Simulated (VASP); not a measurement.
Input:

```xyz
2
Lattice="0.0000 2.7015 2.7015 2.7015 0.0000 2.7015 2.7015 2.7015 0.0000" Properties=species:S:1:pos:R:3 pbc="T T T"
Si     0.0000     0.0000     0.0000
Si     1.3507     1.3507     1.3507
```

All values below come from LDA (Ceperley-Alder, Perdew-Zunger), VASP's LDA PAW potentials (set 64) (plane waves; VASP). Numerical set-up: 400 eV cut-off, 8×8×8 Γ-centred mesh, Gaussian smearing of 0.050 eV, potentials Si.

Question: What does the run give for the energy per atom (σ→0)?

Answer: 
energy per atom (σ→0): -5958 meV/atom

The compound is Si in the diamond structure. It was relaxed first. The start is the result of an earlier pass.
